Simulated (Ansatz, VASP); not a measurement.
# K18Si29O67 (glassy 76SiO2-24K2O (mol %)): VASP beside Ansatz, part 2 of 2

Aim: how closely do two programs agree when they are given the same cell, functional and k mesh? Of the first pair: The structure shown is the start of the Ansatz relaxation below; VASP solves that cell, so the two are compared at the walk's first step.

VASP 6.6.1 and Ansatz 0.2.0.

So far. Step 3 (VASP: single point, PBE, start cell, pair 1): The run ends at a pressure of 5.56 GPa, with forces up to 3.0 eV/Å.

### Step 6. VASP: single point, PBE, relaxed cell, pair 2

Level of this step: PBE; plane waves and PAW (Si, K_sv, O) (VASP).

The same cell, functional, mesh and smearing now go to VASP, with its own data sets.

INCAR reads:

```
SYSTEM = K18Si29O67
PREC = Accurate
ENCUT = 600
EDIFF = 1E-06
NELM = 120
ISMEAR = 0
SIGMA = 0.025
LREAL = Auto
ALGO = Normal
GGA = PE
NBANDS = 432
LORBIT = 11
LWAVE = .FALSE.
LCHARG = .FALSE.
ISIF = 2
LASPH = .TRUE.
GGA_COMPAT = .FALSE.
EFERMI = MIDGAP
NCORE = 4
```

POSCAR reads:

```
K18Si29O67
1.0
   12.1677330000     -0.0814130000      0.0663190000
   -0.0814130000     12.1502790000     -0.1891610000
    0.0663190000     -0.1891610000     12.0707390000
Si K O
29 18 67
Direct
    0.3109300000      0.8277400000      0.3686600000
    0.5387900000      0.5803400000      0.5850700000
    0.5047500000      0.9892400000      0.4318700000
    0.0035900000      0.5762100000      0.3025800000
    0.1874600000      0.2902900000      0.5278200000
    0.0668400000      0.6156300000      0.5627600000
    0.1539100000      0.0646000000      0.6630000000
    0.6545800000      0.5691700000      0.8139300000
    0.1787100000      0.6046200000      0.1187600000
    0.8510000000      0.3677200000      0.3475800000
    0.9844700000      0.5159000000      0.9658500000
    0.5215900000      0.9708900000      0.1641800000
    0.6775800000      0.0310400000      0.9680100000
    0.2922800000      0.4980000000      0.6440300000
    0.1687300000      0.8712400000      0.1640400000
    0.8517800000      0.8739000000      0.4270200000
    0.3453500000      0.9771300000      0.8086300000
    0.2966100000      0.0505000000      0.0551100000
    0.5923200000      0.4072600000      0.4007000000
    0.5200100000      0.1480800000      0.8001300000
    0.6536100000      0.8248200000      0.5816100000
    0.6816900000      0.8123200000      0.8403500000
    0.5897000000      0.1942500000      0.5482200000
    0.8270300000      0.7334500000      0.2104400000
    0.9052100000      0.5045600000      0.7323000000
    0.9406900000      0.3205100000      0.5739100000
    0.8191200000      0.0946800000      0.5497800000
    0.8988800000      0.7532800000      0.9729100000
    0.0895300000      0.8481600000      0.5172300000
    0.1720200000      0.6934900000      0.8404000000
[... 78 atom lines left out ...]
    0.4963900000      0.1124200000      0.4887100000
    0.8483000000      0.0082400000      0.4418000000
    0.7163500000      0.3929000000      0.3414900000
    0.7104500000      0.1573500000      0.5001700000
    0.5912000000      0.5270300000      0.4712300000
    0.9211500000      0.4697500000      0.2896300000
```

KPOINTS reads:

```
Automatic mesh
0
Gamma
1 1 1
0 0 0
```

The projector-augmented-wave data sets are Si, K_sv and O (PBE family, release 64).

On the command line:

```sh
> mpirun -np 16 vasp_gam
```

Numbers of over 12 decimals in the logs are rounded to 6 here.

Output:

```text
[... set-up lines as in an earlier step ...]
 entering main loop
       N       E                     dE             d eps       ncg     rms          rms(c)
DAV:   1     0.758428366913E+04    0.75843E+04   -0.42318E+05   864   0.174E+03
DAV:   2    -0.141961465372E+03   -0.77262E+04   -0.74315E+04  1048   0.444E+02
DAV:   3    -0.888304763155E+03   -0.74634E+03   -0.74139E+03  1072   0.141E+02
DAV:   4    -0.916263333421E+03   -0.27959E+02   -0.27838E+02  1072   0.272E+01
[...]
DAV:  18    -0.797757806488E+03   -0.24257E-05   -0.56600E-05  1192   0.124E-02    0.180E-02
DAV:  19    -0.797757805471E+03    0.10169E-05   -0.77783E-06  1040   0.956E-03    0.976E-03
DAV:  20    -0.797757805296E+03    0.17459E-06   -0.71006E-06   944   0.726E-03
   1 F= -.79775781E+03 E0= -.79775781E+03  d E =0.000000E+00
```

OUTCAR, selected parts (step 6):

```text
  Total       -0.4687301      0.2974987     -0.1790746      0.2216183     -0.1016332      0.0752528
  in kB       -0.4209608      0.2671799     -0.1608247      0.1990327     -0.0912755      0.0675836
[...]
4.15029     10.11686      9.78823        -0.006864     -0.091511      0.019266
      8.24230     10.14763      8.46097        -0.000686     -0.016537      0.033747
      6.10265      4.73573      3.64821        -0.066750     -0.004040     -0.070005
      7.66283     10.82038     10.96264        -0.006944      0.024085      0.011064
      1.25721      6.75323      0.02962        -0.024750     -0.000979      0.005188
      4.90891      6.69297      7.01010        -0.016140     -0.009047      0.021359
      5.71247      0.15399      9.28847         0.002437     -0.011900      0.000992
      9.36999      9.66148      6.13793         0.006738      0.009909     -0.011312
      8.77571      7.82937      2.43522        -0.066798     -0.065583     -0.001583
     10.70403      2.96198      3.45696         0.033419     -0.082097     -0.039427
     10.69449      4.52473      5.77203        -0.020323      0.005505     -0.017467
      7.16090      6.28233      8.36330         0.011142      0.005584      0.017643
     11.43064      4.78623      0.07824        -0.029527     -0.098182      0.025180
[...]
-----------------------------------------------------------------------------------
    total drift:                                0.013742     -0.014049      0.009157

  FREE ENERGIE OF THE ION-ELECTRON SYSTEM (eV)
  ---------------------------------------------------
  free  energy   TOTEN  =      -797.7578052963 eV

  energy  without entropy=     -797.7578052963  energy(sigma->0) =     -797.75780530

[... 1 part as in an earlier step ...]

[... 1 further part left out ...]
[key lines of the parts left out:]
E-fermi :   2.9102
```

The run ends at a pressure of -0.01 GPa, with forces up to 0.14 eV/Å.

### Step 7. Comparison

What differs besides the data sets and the points named for the pairs above, as far as they apply: the cutoff is 420 eV in Ansatz and 600 eV in VASP (PREC = Accurate, projectors in real space). Total energies have different zeros and are not compared.

Compared:

| quantity | Ansatz | VASP | difference |
| --- | --- | --- | --- |
| pressure (GPa) | 0.00 | -0.01 | +0.01 |
| gap on the k mesh (eV) | 3.716 | 3.713 | +0.003 |

Forces on 7 of the 114 atoms, those with the largest forces and the largest differences (eV/Å; atoms numbered as in POSCAR):

| atom | Ansatz x, y, z | VASP x, y, z |
| --- | --- | --- |
| Si12 | -0.006, 0.006, 0.010 | 0.017, 0.120, 0.039 |
| Si14 | -0.004, -0.028, -0.022 | 0.006, -0.002, -0.139 |
| Si15 | 0.018, -0.026, -0.036 | 0.071, -0.088, -0.061 |
| Si24 | 0.006, 0.008, 0.001 | 0.065, 0.089, 0.019 |
| Si27 | -0.001, -0.011, -0.004 | 0.033, 0.034, -0.126 |
| O55 | 0.003, 0.016, 0.019 | 0.000, 0.020, 0.127 |
| O57 | -0.016, 0.016, 0.010 | -0.064, 0.082, 0.036 |

The forces differ by 32 meV/Å r.m.s., where the r.m.s. force is 0.009 eV/Å in Ansatz and 0.034 eV/Å in VASP: the atoms lie near their places of rest in Ansatz, so a percentage would say little (all taken over all components). A gap on the mesh is an upper bound, since the band edges may lie between its points.

### Step 8. Results

| Item | Value |
| --- | --- |
| r.m.s. force difference (single point, PBE, start cell, pair 1) | 3.7 % of the r.m.s. force |
| r.m.s. force difference (single point, PBE, relaxed cell, pair 2) | 32 meV/Å |

The r.m.s. force difference is 32 meV/Å (single point, PBE, relaxed cell, pair 2), beyond the 12 meV/Å picked in this series as the mark of a large difference. What causes the difference of the single point, PBE, start cell, pair 1 pair stays open here. What causes the difference of the single point, PBE, relaxed cell, pair 2 pair stays open here. How closely two codes agree says nothing of how well the functional describes the real material.

[Lines on the potential files, build, host, timing and source positions are cut from VASP's logs without a mark.]

[Logs are printed without paths, hosts, clocks, repeated set-up lines and the standing remarks that a program may print on its own settings, such as how far it seeks lower states.]

[Hosts, paths, dates, database ids (printed as entryN), source tags and the programs' standing remarks are cut or masked in the printed files.]
